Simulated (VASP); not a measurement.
Input of a VASP 6.6.1 run:

Contents of INCAR:

```
SYSTEM = ReB
PREC = Accurate ; ENCUT = 600
EDIFF = 1E-7 ; ISMEAR = 0
SIGMA = 0.05 ; LREAL = .FALSE.
LASPH = .TRUE. ; NELM = 100
ALGO = Fast ; ISIF = 3
LWAVE = .FALSE. ; LCHARG = .FALSE.
GGA = PE ; IBRION = 2
NSW = 60 ; EDIFFG = -0.02
```

The input KPOINTS:

```
regular mesh
0
G
  10 10 10
  0 0 0
```

Contents of POSCAR:

```
ReB
1.0
    2.7484600000      0.0000000000      0.0000000000
    0.0000000000      2.7484600000      0.0000000000
    0.0000000000      0.0000000000      2.7484600000
Re B
1 1
Direct
    0.0000000000      0.0000000000      0.0000000000
    0.5000000000      0.5000000000      0.5000000000
```

Potentials or basis: VASP PAW PBE potentials, release 64 (Re, B).

Command:

```bash
$ cat potpaw_PBE.64/Re/POTCAR potpaw_PBE.64/B/POTCAR > POTCAR
$ mpirun -np 1 vasp_std > vasp.out
```

(1) What does it give for the space group after relaxing (to 0.05 Å)?

(2) Predict the relaxed cell.

(3) Predict the band gap on the k mesh.

Answers

(1) Pm-3m (No. 221).

(2) a = 2.753 Å, b = 2.753 Å, c = 2.753 Å, α = 90.00°, β = 90.00°, γ = 90.00°.

(3) none (metal or under the smearing width).
